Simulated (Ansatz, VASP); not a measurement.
**HPbNO4 in VASP and in Ansatz**

```
H Pb N O
1.0
     4.14769   -0.00082   -0.01127
     0.00407    6.46979    0.05395
     0.02809    3.22831    7.80127
H Pb N O
2 2 2 8
Direct
  0.90366 0.21821 0.48851
  0.40337 0.78177 0.51142
  0.39455 0.30863 0.70725
  0.89489 0.69135 0.29266
  0.63409 0.19990 0.20730
  0.13386 0.80012 0.79275
  0.90829 0.32866 0.54369
  0.53792 0.39076 0.19497
  0.53483 0.11279 0.10602
  0.83718 0.08887 0.32672
  0.40817 0.67132 0.45624
  0.03774 0.60924 0.80520
  0.03429 0.88737 0.89397
  0.33716 0.91101 0.67330
```

Change from the starting cell: volume scaled by 1.02.

Alike in both runs: task single point; functional PBE; k mesh 7 × 5 × 4; occupations fermi-dirac, width 0.05 eV; no spin polarisation.

|  | VASP | Ansatz |
| --- | --- | --- |
| version | VASP 6.6.1 | Ansatz 0.2.0 |
| potentials or method | VASP PAW PBE potentials, release 64 (H, Pb_d, N, O) | Ansatz PAW |
| plane-wave cutoff (eV) | 520 | 420 |
| valence electrons in the cell | 88 | 88 |

```csv
,VASP,Ansatz,Ansatz less VASP
gap on the k mesh at the Fermi level (eV),3.24,3.27,+0.027
least direct gap on the mesh (eV),3.32,3.35,+0.027
pressure (GPa),-1.2,-1.8,-0.53
largest component of the traceless stress (GPa),0.23,0.70,+0.471
rms of the force components (eV/Å),0.076,0.201,+0.1250
```

Atom by atom the forces differ by 0.137 eV/Å (rms over components). One of these differences is far larger than is usual between the two programs; its cause wasn't traced.

Caveats: spin-orbit coupling is left out, which as a rule narrows the gap of such compounds by several tenths of an eV; an odd mesh through Γ misses points on the zone boundary, where band edges often lie (VASP); odd divisions of the mesh miss points on the zone boundary, where band edges often lie, so the gap on the mesh can be too wide (Ansatz); the pressure holds a Pulay correction of +0.6 GPa for the finite cutoff (Ansatz).
